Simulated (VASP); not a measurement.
An input for Ansatz (written as the equivalent of a VASP run, and not itself run):

Ansatz 0.2 input:
```yaml
crystal:
  lattice:
    - [0.0000000, 2.3500000, 2.3500000]
    - [2.3500000, 0.0000000, 2.3500000]
    - [2.3500000, 2.3500000, 0.0000000]
  atoms:
    - { symbol: Cd, position: [0.0000000, 0.0000000, 0.0000000] }
    - { symbol: O, position: [0.5000000, 0.5000000, 0.5000000] }
kpoints:
  mp_grid: { grid: [9, 9, 9] }
hamiltonian:
  xc: pbe
  pseudopotentials: { kind: paw }
scf:
  occupations: { method: gaussian, width: 0.05 }
  max_iter: 100
relax:
  max_steps: 60
  f_tol: 0.01
  cell: {}
output: { forces: true, stress: true, eigenvalues: true }
```

### Question
Translate this input to VASP (INCAR, KPOINTS, POSCAR, choice of POTCAR).

### Answer
One answer among several that fit: 
INCAR:
```
SIGMA  =  0.05   ! width (eV)
LMAXMIX  =  4   ! l cut-off of mixed one-centre charges
PREC  =  Accurate
ISIF  =  3   ! ions, shape and volume
EDIFF  =  1E-6
EDIFFG  =  -0.01
LASPH  =  T
IBRION  =  2
LCHARG  =  F
ALGO  =  Normal
ISMEAR  =  0   ! Gaussian
NSW  =  60
GGA  =  PE
ENCUT  =  520   ! plane-wave cut-off (eV)
LWAVE  =  F
SYSTEM  =  CdO
LREAL  =  F
NELM  =  100   ! most electronic steps
```

### KPOINTS
```
Automatic mesh
0
Gamma
9 9 9
0 0 0
```

POSCAR:
```
CdO
1.0
  0.0000000000   2.3500000000   2.3500000000
  2.3500000000   0.0000000000   2.3500000000
  2.3500000000   2.3500000000   0.0000000000
Cd O
1 1
Direct
  0.0000000000   0.0000000000   0.0000000000
  0.5000000000   0.5000000000   0.5000000000
```

POTCAR, in this order: Cd O (PBE.64 set). Program: vasp_std.

Limits of the translation: each code has its own PAW files, so the cut-off isn't converted (ENCUT is set for VASP's; basis.ecutwfc is left out, and Ansatz then takes the one that its files recommend); Ansatz stops its SCF on the density residual and VASP on the energy change (EDIFF).

The compound is CdO in the rock salt structure. This run relaxes it. Symmetry was kept, so distortions that lower it aren't found.
